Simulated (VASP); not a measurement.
Be₂C (antifluorite):

```yaml
crystal:
  lattice:
    - [0.00000, 2.17000, 2.17000]
    - [2.17000, 0.00000, 2.17000]
    - [2.17000, 2.17000, 0.00000]
  atoms:
    - { symbol: Be, position: [0.25000, 0.25000, 0.25000] }
    - { symbol: Be, position: [0.75000, 0.75000, 0.75000] }
    - { symbol: C, position: [0.00000, 0.00000, 0.00000] }
```

The lowest empty band near X, direction across the valley's axis, from PBE with spin-orbit coupling in VASP (PAW); its two spin partners are averaged. The gap over the points computed is 1.15 eV, and the next band on that side lies 4.52 eV away at the edge.

Run with 520 eV cut-off, 10×10×10 Γ-centred mesh, Gaussian smearing of 0.050 eV, potentials Be C.

```csv
distance from the edge in k (1/Å),distance in energy (meV)
0.018,5.3
0.025,10.2
0.035,20.0
0.050,40.8
0.070,79.6
```

Fit E(1 + αE) = ħ²k²/2m* (ħ²/2m0 = 3.810 eV Å²) and predict the row at 0.095 1/Å.

The rows don't resolve α, so a parabola serves: the electron mass is m* = 0.234 m0, and so 146.8 meV. The run gave 145.5 meV, -1.3 meV from the fit.

Left out are points under 3 meV from the edge, since the levels carry 0.1 meV, and points farther than half the way to the next band.

The compound is Be2C in the antifluorite structure. The cell was not relaxed at this level.
